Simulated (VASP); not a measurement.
# PdC18 in VASP: further runs, part 2 of 2

VASP 6.6.1. The steps go on from the part before.

### Step 3. Single point, PBE

INCAR

```
SYSTEM = PdC18
  PREC = Accurate
  ENCUT = 520
  EDIFF = 1E-6
  ISMEAR = 0
  SIGMA = 0.02
  LREAL = Auto
  LASPH = .True.
  NELM = 100
  ALGO = Fast
  ISIF = 2
  LWAVE = .False.
  LCHARG = .True.
  GGA = PE
  LELF = .True.
  LVHAR = .True.
  NBANDS = 56
```

KPOINTS

```
Automatic mesh
0
Gamma
  2 2 1
  0 0 0
```

POSCAR

```
PdC18
1.0
    7.3980000000      0.0000000000      0.0000000000
   -3.6990000000      6.4068560000      0.0000000000
    0.0000000000      0.0000000000     12.0000000000
C Pd
18 1
Direct
    0.0010434840      0.0030080277      0.0826414167
    0.2208886696      0.1127573337      0.0856871667
    0.0010979796      0.3363292386      0.0811830833
    0.2212636492      0.4485018861      0.0835627500
    0.0008633399      0.6697401971      0.0806590833
    0.2219507199      0.7810155246      0.0788025000
    0.3342562968      0.0027848293      0.0807685000
    0.5554491671      0.1139318567      0.0795788333
    0.3325561466      0.3357178622      0.0927107500
    0.5574234888      0.4480216193      0.0913128333
    0.3341272721      0.6700188049      0.0789125000
    0.5550459325      0.7815490156      0.0809505833
    0.6676408260      0.0030718655      0.0798168333
    0.8888415153      0.1143729467      0.0818980833
    0.6690347609      0.3352190216      0.0826555000
    0.8890211911      0.4476963428      0.0803239167
    0.6691105611      0.6719113088      0.0862235833
    0.8894180590      0.7815600975      0.0823315000
    0.4829892379      0.4325453858      0.2624805833
```

Potentials or basis: VASP PAW PBE potentials, release 64 (C, Pd).

Command:

```bash
$ cat potpaw_PBE.64/C/POTCAR potpaw_PBE.64/Pd/POTCAR > POTCAR
$ mpirun -np 1 vasp_std > vasp.out
```

OUTCAR:

```text
SYSTEM = PdC18
   PREC = Accurate
   ENCUT = 520
   EDIFF = 1E-6
   ISMEAR = 0
   LREAL = Auto
   LASPH = .True.
   NELM = 100
   ISIF = 2
   GGA = PE

 ion  position               nearest neighbor table
   1  0.001  0.003  0.083-   2 1.41  18 1.42  14 1.43
   2  0.221  0.113  0.086-   1 1.41   9 1.43   7 1.43
   3  0.001  0.336  0.081-   4 1.41  14 1.42  16 1.43
   4  0.221  0.449  0.084-   3 1.41  11 1.42   9 1.44
   5  0.001  0.670  0.081-   6 1.42  16 1.42  18 1.43
   6  0.222  0.781  0.079-   5 1.42   7 1.42  11 1.43
   7  0.334  0.003  0.081-   8 1.42   6 1.42   2 1.43
   8  0.555  0.114  0.080-   7 1.42  15 1.42  13 1.43
   9  0.333  0.336  0.093-   2 1.43   4 1.44  10 1.44  19 2.26
  10  0.557  0.448  0.091-  17 1.44   9 1.44  15 1.44  19 2.11
  11  0.334  0.670  0.079-  12 1.42   4 1.42   6 1.43
  12  0.555  0.782  0.081-  11 1.42  13 1.42  17 1.43
  13  0.668  0.003  0.080-  14 1.42  12 1.42   8 1.43
  14  0.889  0.114  0.082-  13 1.42   3 1.42   1 1.43
  15  0.669  0.335  0.083-  16 1.41   8 1.42  10 1.44
  16  0.889  0.448  0.080-  15 1.41   5 1.42   3 1.43
  17  0.669  0.672  0.086-  18 1.41  12 1.43  10 1.44  19 2.66
  18  0.889  0.782  0.082-  17 1.41   1 1.42   5 1.43
  19  0.483  0.433  0.262-  10 2.11   9 2.26  17 2.66

  LATTYP: Found a hexagonal cell.
 ALAT       =     7.3980000000
 C/A-ratio  =     1.6220600162

  Lattice vectors:

 A1 = (   7.3980000000,   0.0000000000,   0.0000000000)
 A2 = (  -3.6990000000,   6.4068560000,   0.0000000000)
 A3 = (   0.0000000000,   0.0000000000,  12.0000000000)

Analysis of symmetry for initial positions (statically):
=====================================================================
 Subroutine PRICEL returns:
 Original cell was already a primitive cell.

 Routine SETGRP: Setting up the symmetry group for a
 hexagonal supercell.

 Subroutine GETGRP returns: Found  1 space group operations
 (whereof  1 operations were pure point group operations)
 out of a pool of 24 trial point group operations.

The static configuration has the point symmetry C_1 .

Analysis of symmetry for dynamics (positions and initial velocities):
=====================================================================
 Subroutine PRICEL returns:
 Original cell was already a primitive cell.

 Routine SETGRP: Setting up the symmetry group for a
 hexagonal supercell.

 Subroutine GETGRP returns: Found  1 space group operations
 (whereof  1 operations were pure point group operations)
 out of a pool of 24 trial point group operations.

The dynamic configuration has the point symmetry C_1 .

 Subroutine INISYM returns: Found  1 space group operations
 (whereof  1 operations are pure point group operations),
 and found     1 'primitive' translations

----------------------------------------------------------------------------------------

                                     Primitive cell

  volume of cell :     568.7750

  direct lattice vectors                    reciprocal lattice vectors
     7.398000000  0.000000000  0.000000000     0.135171668  0.078041398  0.000000000
    -3.699000000  6.406856000  0.000000000     0.000000000  0.156082796  0.000000000
[... 77 lines left out ...]
  0.500000  0.000000  0.000000      1.000000
  0.000000  0.500000  0.000000      1.000000
  0.500000  0.500000  0.000000      1.000000
   k-points           NKPTS =      4   k-points in BZ     NKDIM =      4   number of bands    NBANDS=     56
   number of dos      NEDOS =    301   number of ions     NIONS =     19
   total plane-waves  NPLWV = 282240
   dimension x,y,z NGX =    56 NGY =   56 NGZ =   90
   dimension x,y,z NGXF=   112 NGYF=  112 NGZF=  180
   ions per type =              18   1
   NGX,Y,Z   is equivalent  to a cutoff of  12.58, 12.58, 12.47 a.u.
   NGXF,Y,Z  is equivalent  to a cutoff of  25.17, 25.17, 24.94 a.u.
 SYSTEM =  PdC18
   PREC   = accura    normal or accurate (medium, high low for compatibility)
   ISTART =      0    job   : 0-new  1-cont  2-samecut
   ICHARG =      2    charge: 1-file 2-atom 10-const
   ISPIN  =      1    spin polarized calculation?
   LNONCOLLINEAR =      F non collinear calculations
   LSORBIT =      F    spin-orbit coupling
   LASPH  =      T    aspherical Exc in radial PAW
   ENCUT  =  520.0 eV  38.22 Ry    6.18 a.u.  13.76 13.76 22.31*2*pi/ulx,y,z
   NELM   =    100;   NELMIN=  2; NELMDL= -5     # of ELM steps
   EDIFF  = 0.1E-05   stopping-criterion for ELM
   LREAL  =      T    real-space projection
   EDIFFG = 0.1E-04   stopping-criterion for IOM
   NSW    =      0    number of steps for IOM
   IBRION =     -1    ionic relax: 0-MD 1-quasi-New 2-CG
   NFREE  =      0    steps in history (QN), initial steepest desc. (CG)
   ISIF   =      2    stress and relaxation
   ISYM   =      2    0-nonsym 1-usesym 2-fastsym
   POTIM  = 0.5000    time-step for ionic-motion
   TEBEG  =    0.0;   TEEND  =   0.0 temperature during run
   PSTRESS=    0.0 pullay stress
   NELECT =      82.0000    total number of electrons
   NUPDOWN=      -1.0000    fix difference up-down
   EMIN   =  10.00;   EMAX   =-10.00  energy-range for DOS
   EFERMI =   0.00;   METHOD = LEGACY
   ISMEAR =     0;   SIGMA  =   0.02  broadening in eV -4-tet -1-fermi 0-gaus
   EFERMI_NEDOS =   21; number of points for ismear=-14 and -15
   IALGO  =     68    algorithm
   IMIX   =      4    mixing-type and parameters
     AMIX     =   0.40;   BMIX     =  1.00
     AMIX_MAG =   1.60;   BMIX_MAG =  1.00
  volume/ion in A,a.u.               =      29.94       202.01
  Fermi-wavevector in a.u.,A,eV,Ry     =   0.858419  1.622176 10.025902  0.736883
  Thomas-Fermi vector in A             =   1.975621
   LORBIT       =      0    0 simple, 1 ext, 2 COOP (PROOUT), +10 PAW based schemes
   GGA     = PE    functional components
   LHFCALC =     F    Hartree Fock is set to
   AEXX    =    0.0000 exact exchange contribution
   IVDW    =     0    specifies the selected vdW correction
   LEPSILON=     F    determine dielectric tensor
   LRPA    =     F    only Hartree local field effects (RPA)
 non-spin polarized calculation
 RMM-DIIS sequential band-by-band and
 Gauss-broadening in eV      SIGMA  =   0.02
  energy-cutoff  :      520.00
  volume of cell :      568.78
 maximum number of plane-waves:     15363
 NGX is ok and might be reduce to    56
   NGX = 27   NGY = 27   NGZ = 45

 number of electron      81.9999998 magnetization

 Free energy of the ion-electron system (eV)
  ---------------------------------------------------
  ext. energy  EPLUGINS =         0.00000000
  ---------------------------------------------------
  free energy    TOTEN  =      -168.26795166 eV

  energy without entropy =     -168.26793935  energy(sigma->0) =     -168.26794551

 E-fermi :  -0.9575     XC(G=0):  -4.1388

 val. band max:       -1.0070429361   @ k =   0.0000   0.0000   0.0000
 cond. band min:      -0.9080270597   @ k =   0.0000   0.0000   0.0000
 fundamental gap:      0.0990158764
 Fermi energy:        -0.9575349981

 k-point     1 :       0.0000    0.0000    0.0000
  band No.  band energies     occupation
      1     -20.6724      2.00000
      2     -18.2618      2.00000
      3     -18.1104      2.00000
      4     -18.0614      2.00000
      5     -18.0375      2.00000
      6     -18.0157      2.00000
[... 213 lines left out ...]
     52       5.1609      0.00000
     53       5.1958      0.00000
 [bands above 53 left out]

------------------------ aborting loop because EDIFF is reached ----------------------------------------

  FORCE on cell =-STRESS in cart. coord.  units (eV):
  Direction    XX          YY          ZZ          XY          YZ          ZX
  --------------------------------------------------------------------------------------
  -------------------------------------------------------------------------------------
  Total        4.7392849      3.9132269     -0.0748362     -3.5359640     -0.1788377     -0.0936425
  in kB       13.3500491     11.0231337     -0.2108056     -9.9604253     -0.5037664     -0.2637807
  external PRESSURE =       8.0541257 kB  Pullay stress =       0.0000000 kB

 VOLUME and BASIS-vectors are now :
 -----------------------------------------------------------------------------
  energy-cutoff  :      520.00
  volume of cell :      568.78
      direct lattice vectors                 reciprocal lattice vectors
     7.398000000  0.000000000  0.000000000     0.135171668  0.078041398  0.000000000
    -3.699000000  6.406856000  0.000000000     0.000000000  0.156082796  0.000000000
     0.000000000  0.000000000 12.000000000     0.000000000  0.000000000  0.083333333

 POSITION                                       TOTAL-FORCE (eV/Angst)
 -----------------------------------------------------------------------------------
     -0.00341      0.01927      0.99170         0.000170      0.015013     -0.003774
      1.21705      0.72242      1.02825         0.006407     -0.013727     -0.002126
     -1.23596      2.15481      0.97420        -0.002335      0.014727      0.001560
     -0.02210      2.87349      1.00275        -0.004158     -0.010949      0.002962
     -2.47098      4.29093      0.96791        -0.001987      0.017157      0.005168
     -1.24698      5.00385      0.94563         0.001457     -0.005433     -0.003431
[... 11 lines left out ...]
      3.68892      5.00734      0.98798         0.006455     -0.009154     -0.007960
      1.97317      2.77126      3.14977        -0.044739     -0.083461      0.021389
 -----------------------------------------------------------------------------------
    total drift:                               -0.007200      0.008174      0.036018

  FREE ENERGIE OF THE ION-ELECTRON SYSTEM (eV)
  ---------------------------------------------------
  free  energy   TOTEN  =      -168.2679516618 eV

  energy  without entropy=     -168.2679393521  energy(sigma->0) =     -168.26794551
```

It took 3.2 min on 1 thread of Intel Xeon 6975P-C (Granite Rapids), shared host; peak memory 0.61 GiB.

Results:

```yaml
Free_energy: -168.2680 eV
Largest_force: 0.097 eV/Å
Band_gap_on_the_k_mesh: 0.10 eV, direct
```

Forces in eV/Å, atoms in the order of the input:
```
C    0.000  0.015 -0.004
C    0.006 -0.014 -0.002
C   -0.002  0.015  0.002
C   -0.004 -0.011  0.003
C   -0.002  0.017  0.005
C    0.001 -0.005 -0.003
C    0.004  0.009  0.000
C    0.004 -0.013 -0.003
C   -0.004  0.004  0.012
C    0.016  0.008  0.001
C    0.001  0.018 -0.004
C   -0.004 -0.002 -0.008
C   -0.002  0.020 -0.002
C    0.001 -0.007  0.001
C    0.003  0.025  0.006
C    0.002 -0.003  0.002
C    0.015  0.016 -0.018
C    0.006 -0.009 -0.008
Pd  -0.045 -0.083  0.021
```

Caveat: the k mesh is coarse (spacing up to 0.49 Å⁻¹), so the values aren't converged.

### Step 4. Single point, PBE

INCAR

```
PREC = Accurate
ENCUT = 520
EDIFF = 1E-6
ISMEAR = 0
SIGMA = 0.02
LREAL = Auto
LASPH = True
NELM = 100
ALGO = Fast
ISIF = 2
LWAVE = False
LCHARG = True
GGA = PE
LELF = True
LVHAR = True
NBANDS = 56
```

KPOINTS

```
Automatic mesh
0
Gamma
  2 2 1
```

POSCAR

```
PdC18
1.0
    7.3980000000      0.0000000000      0.0000000000
   -3.6990000000      6.4068560000      0.0000000000
    0.0000000000      0.0000000000     12.0000000000
C Pd
18 1
Direct
   -0.0019600751      0.0019600878      0.0830867500
    0.2186670461      0.1126895938      0.0841738333
   -0.0020416305      0.3354336355      0.0808010833
    0.2189670258      0.4479410806      0.0823645833
   -0.0021453983      0.6688157187      0.0806870000
    0.2193854032      0.7806145479      0.0786913333
    0.3311842737      0.0021455141      0.0806870000
    0.5529281419      0.1135221394      0.0799233333
    0.3294232017      0.3344576497      0.0891937500
    0.5537614653      0.4462385295      0.0896408333
    0.3309900739      0.6690098857      0.0787670000
    0.5520589468      0.7810330059      0.0823645833
    0.6645664695      0.0020415630      0.0808010833
    0.8861963955      0.1138037128      0.0822202500
    0.6659973362      0.3340025123      0.0819556667
    0.8864779391      0.4470718555      0.0799233333
    0.6655423880      0.6705768009      0.0891937500
    0.8873103783      0.7813328409      0.0841738333
    0.5241723330      0.4758277695      0.2613510000
```

Potentials or basis: VASP PAW PBE potentials, release 64 (C, Pd).

Command:

```bash
$ cat potpaw_PBE.64/C/POTCAR potpaw_PBE.64/Pd/POTCAR > POTCAR
$ mpirun -np 1 vasp_std > vasp.out
```

OUTCAR:

```text
PREC = Accurate
   ENCUT = 520
   EDIFF = 1E-6
   ISMEAR = 0
   LREAL = Auto
   LASPH = True
   NELM = 100
   ISIF = 2
   GGA = PE

 ion  position               nearest neighbor table
   1  0.998  0.002  0.083-   2 1.41  18 1.41  14 1.43
   2  0.219  0.113  0.084-   1 1.41   9 1.42   7 1.43
   3  0.998  0.335  0.081-   4 1.42  14 1.42  16 1.43
   4  0.219  0.448  0.082-   3 1.42  11 1.42   9 1.44
   5  0.998  0.669  0.081-   6 1.42  16 1.42  18 1.43
   6  0.219  0.781  0.079-   5 1.42   7 1.42  11 1.43
   7  0.331  0.002  0.081-   6 1.42   8 1.42   2 1.43
   8  0.553  0.114  0.080-  15 1.41   7 1.42  13 1.43
   9  0.329  0.334  0.089-   2 1.42   4 1.44  10 1.44  19 2.44
  10  0.554  0.446  0.090-   9 1.44  17 1.44  15 1.44  19 2.10
  11  0.331  0.669  0.079-   4 1.42  12 1.42   6 1.43
  12  0.552  0.781  0.082-  13 1.42  11 1.42  17 1.44
  13  0.665  0.002  0.081-  12 1.42  14 1.42   8 1.43
  14  0.886  0.114  0.082-   3 1.42  13 1.42   1 1.43
  15  0.666  0.334  0.082-   8 1.41  16 1.41  10 1.44
  16  0.886  0.447  0.080-  15 1.41   5 1.42   3 1.43
  17  0.666  0.671  0.089-  18 1.42  12 1.44  10 1.44  19 2.44
  18  0.887  0.781  0.084-   1 1.41  17 1.42   5 1.43
  19  0.524  0.476  0.261-  10 2.10  17 2.44   9 2.44

  LATTYP: Found a hexagonal cell.
 ALAT       =     7.3980000000
 C/A-ratio  =     1.6220600162

  Lattice vectors:

 A1 = (   7.3980000000,   0.0000000000,   0.0000000000)
 A2 = (  -3.6990000000,   6.4068560000,   0.0000000000)
 A3 = (   0.0000000000,   0.0000000000,  12.0000000000)

Analysis of symmetry for initial positions (statically):
=====================================================================
 Subroutine PRICEL returns:
 Original cell was already a primitive cell.

 Routine SETGRP: Setting up the symmetry group for a
 hexagonal supercell.

 Subroutine GETGRP returns: Found  2 space group operations
 (whereof  2 operations were pure point group operations)
 out of a pool of 24 trial point group operations.

The static configuration has the point symmetry C_1h.

Analysis of symmetry for dynamics (positions and initial velocities):
[... 153 lines left out ...]
   LRPA    =     F    only Hartree local field effects (RPA)
 non-spin polarized calculation
 RMM-DIIS sequential band-by-band and
 Gauss-broadening in eV      SIGMA  =   0.02
  energy-cutoff  :      520.00
  volume of cell :      568.78
 maximum number of plane-waves:     15363
 NGX is ok and might be reduce to    56
   NGX = 27   NGY = 27   NGZ = 45

 number of electron      81.9999998 magnetization

 Free energy of the ion-electron system (eV)
  ---------------------------------------------------
  ext. energy  EPLUGINS =         0.00000000
  ---------------------------------------------------
  free energy    TOTEN  =      -168.24733938 eV

  energy without entropy =     -168.24733938  energy(sigma->0) =     -168.24733938

 E-fermi :  -0.9205     XC(G=0):  -4.1300

 val. band max:       -1.0102325985   @ k =   0.0000   0.0000   0.0000
 cond. band min:      -0.8325956944   @ k =   0.0000   0.0000   0.0000
 fundamental gap:      0.1776369041
 Fermi energy:        -0.9205303892

 k-point     1 :       0.0000    0.0000    0.0000
  band No.  band energies     occupation
      1     -20.6604      2.00000
      2     -18.2736      2.00000
      3     -18.0880      2.00000
      4     -18.0464      2.00000
      5     -18.0145      2.00000
      6     -18.0023      2.00000
[... 157 lines left out ...]
     52       3.9446      0.00000
     53       5.1743      0.00000
 [bands above 53 left out]

------------------------ aborting loop because EDIFF is reached ----------------------------------------

  FORCE on cell =-STRESS in cart. coord.  units (eV):
  Direction    XX          YY          ZZ          XY          YZ          ZX
  --------------------------------------------------------------------------------------
  -------------------------------------------------------------------------------------
  Total        6.0501240      2.7632607     -0.0778507     -2.8465072      0.0159926     -0.0277016
  in kB       17.0425401      7.7838044     -0.2192970     -8.0183006      0.0450494     -0.0780323
  external PRESSURE =       8.2023492 kB  Pullay stress =       0.0000000 kB

 VOLUME and BASIS-vectors are now :
 -----------------------------------------------------------------------------
  energy-cutoff  :      520.00
  volume of cell :      568.78
      direct lattice vectors                 reciprocal lattice vectors
     7.398000000  0.000000000  0.000000000     0.135171668  0.078041398  0.000000000
    -3.699000000  6.406856000  0.000000000     0.000000000  0.156082796  0.000000000
     0.000000000  0.000000000 12.000000000     0.000000000  0.000000000  0.083333333

 POSITION                                       TOTAL-FORCE (eV/Angst)
 -----------------------------------------------------------------------------------
      7.37625      0.01256      0.99704         0.015665     -0.009044     -0.002081
      1.20086      0.72199      1.01009        -0.016238     -0.025889     -0.002075
      6.14213      2.14908      0.96961         0.005096      0.006441      0.002093
     -0.03702      2.86989      0.98837        -0.001939     -0.021835     -0.001776
      4.90818      4.28501      0.96824         0.032357      0.022928      0.005420
     -1.26448      5.00128      0.94430        -0.012744      0.007358     -0.006883
[... 11 lines left out ...]
      3.67417      5.00589      1.01009         0.014302      0.027007     -0.002075
      2.11774      3.04856      3.13621        -0.009875      0.005701      0.016466
 -----------------------------------------------------------------------------------
    total drift:                               -0.005501      0.002955      0.028920

  FREE ENERGIE OF THE ION-ELECTRON SYSTEM (eV)
  ---------------------------------------------------
  free  energy   TOTEN  =      -168.2473393819 eV

  energy  without entropy=     -168.2473393818  energy(sigma->0) =     -168.24733938
```

OSZICAR:

```text
N       E                     dE             d eps       ncg     rms          rms(c)
DAV:   1     0.654939766641E+03    0.65494E+03   -0.33377E+04   336   0.118E+03
DAV:   2    -0.808385293687E+02   -0.73578E+03   -0.70073E+03   488   0.278E+02
DAV:   3    -0.179371126858E+03   -0.98533E+02   -0.97074E+02   416   0.106E+02
[... 16 lines left out ...]
RMM:  20    -0.168247310814E+03   -0.21111E-04   -0.13898E-05   348   0.789E-03    0.172E-03
RMM:  21    -0.168247323880E+03   -0.13066E-04   -0.48322E-06   337   0.444E-03    0.943E-04
RMM:  22    -0.168247331413E+03   -0.75327E-05   -0.23822E-06   292   0.284E-03    0.137E-03
RMM:  23    -0.168247338522E+03   -0.71093E-05   -0.19106E-06   269   0.233E-03    0.111E-03
RMM:  24    -0.168247339382E+03   -0.85982E-06   -0.42160E-07   233   0.154E-03
   1 F= -.16824734E+03 E0= -.16824734E+03  d E =-.165286E-10
```

It took 2.8 min on 1 thread of Intel Xeon 6975P-C (Granite Rapids), shared host; peak memory 0.59 GiB.

What came out:

```yaml
Free_energy: -168.2473 eV
Largest_force: 0.040 eV/Å
Band_gap_on_the_k_mesh: 0.18 eV, direct
```

Forces in eV/Å, atoms in the order of the input:
```
C    0.016 -0.009 -0.002
C   -0.016 -0.026 -0.002
C    0.005  0.006  0.002
C   -0.002 -0.022 -0.002
C    0.032  0.023  0.005
C   -0.013  0.007 -0.007
C   -0.004 -0.039  0.005
C    0.011 -0.005 -0.001
C   -0.030  0.006  0.007
C    0.008 -0.004 -0.013
C   -0.009  0.005 -0.005
C    0.018  0.013 -0.002
C   -0.003 -0.008  0.002
C   -0.011  0.006 -0.002
C    0.004 -0.002 -0.007
C    0.010 -0.007 -0.001
C   -0.020  0.023  0.007
C    0.014  0.027 -0.002
Pd  -0.010  0.006  0.016
```

Caveat: the k mesh is coarse (spacing up to 0.49 Å⁻¹), so the values aren't converged.
